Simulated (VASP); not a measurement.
Crystal: TiN (Osbornite).

```
Ti N
1.0
     0.00000    2.11900    2.11900
     2.11900    0.00000    2.11900
     2.11900    2.11900    0.00000
Ti N
1 1
Direct
  0.00000 0.00000 0.00000
  0.50000 0.50000 0.50000
```

| Property | Result |
| --- | --- |
| Program | VASP 6.6.1 |
| Task | relaxation of cell and atoms |
| Functional | PBEsol |
| Potentials or basis | VASP PAW PBE potentials, release 64 (Ti_sv, N) |
| Cutoff | 600 eV |
| k mesh | 16 × 16 × 16 |
| Occupations | methfessel-paxton, width 0.1 eV |
| Spin | no spin polarisation |

At the start: pressure -6.6 GPa; volume 9.51 Å³/atom.

**Question.** How do energy, volume and symmetry change on relaxing?

**Answer.** Over 3 steps the energy falls by 4.5 meV/atom and the volume is 9.30 Å³/atom (-2.3 %); space group Fm-3m (No. 225, to 0.05 Å).

Step by step:
```csv
step,energy change (eV),largest force (eV/Å),pressure (GPa),volume (Å³)
1,0.0000,0.0000,-6.58,19.03
2,0.0115,0.0000,10.91,17.97
3,-0.0091,0.0000,-0.03,18.60
```

Final structure:
```yaml
crystal:
  lattice:
    - [0.00000, 2.10294, 2.10294]
    - [2.10294, 0.00000, 2.10294]
    - [2.10294, 2.10294, 0.00000]
  atoms:
    - { symbol: Ti, position: [0.00000, 0.00000, 0.00000] }
    - { symbol: N, position: [0.50000, 0.50000, 0.50000] }
```

Caveat: the PAW data sets were made with another functional, which shifts forces and pressure a little.
